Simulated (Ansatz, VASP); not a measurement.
# YSe: VASP beside Ansatz

INCAR

```
SYSTEM = YSe
ALGO = Normal
EDIFF = 1E-6
ENCUT = 520
ISIF = 2
ISMEAR = -1
LASPH = .TRUE.
LCHARG = .FALSE.
LREAL = .FALSE.
LWAVE = .FALSE.
NBANDS = 16
NELM = 100
PREC = Accurate
SIGMA = 0.03
```

KPOINTS

```
k-points
0
G
  7 7 7
  0 0 0
```

The input POSCAR:

```
YSe
1.0
    0.0000000000      2.8845515652      2.8845515652
    2.8845515652      0.0000000000      2.8845515652
    2.8845515652      2.8845515652      0.0000000000
Y Se
1 1
Direct
    0.0000000000      0.0000000000      0.0000000000
    0.5000000000      0.5000000000      0.5000000000
```

Input for Ansatz:

```yaml
crystal:
  lattice:
    - [0.0, 2.8845515652, 2.8845515652]
    - [2.8845515652, 0.0, 2.8845515652]
    - [2.8845515652, 2.8845515652, 0.0]
  atoms:
    - { symbol: "Y", position: [0.0, 0.0, 0.0] }
    - { symbol: Se, position: [0.5, 0.5, 0.5] }
kpoints:
  mp_grid: { grid: [7, 7, 7] }
  band_path:
    path:
      - [0.0, 0.0, 0.0]
      - [0.5, 0.0, 0.5]
      - [0.625, 0.25, 0.625]
      - [0.375, 0.375, 0.75]
      - [0.0, 0.0, 0.0]
      - [0.5, 0.5, 0.5]
      - [0.5, 0.25, 0.75]
      - [0.5, 0.0, 0.5]
    npoints: 5
scf:
  occupations: { method: fermi_dirac, width: 0.03 }
hamiltonian:
  xc: lda
  pseudopotentials: { kind: all_electron, lapw: { basis_error: 0.00025 } }
output:
  forces: true
  stress: true
  eigenvalues: true
```

Change from the starting cell: volume scaled by 1.01.

Alike in both runs: task single point; functional LDA; k mesh 7 × 7 × 7; occupations fermi-dirac, width 0.03 eV; no spin polarisation.

```csv
,VASP,Ansatz
version,VASP 6.6.1,Ansatz 0.2.0
potentials or method,"VASP PAW LDA potentials, release 64 (Y_sv, Se)","all-electron LAPW, scalar-relativistic"
plane-wave cutoff (eV),520,see its input
```

Ansatz gave:

| Item | Value |
| --- | --- |
| pressure (GPa) | -5.3 |

What did VASP give for the same quantities?

Pressure (GPa): -5.2.

Ansatz ran all-electron here, so the differences hold the error of VASP's frozen core and of both bases.
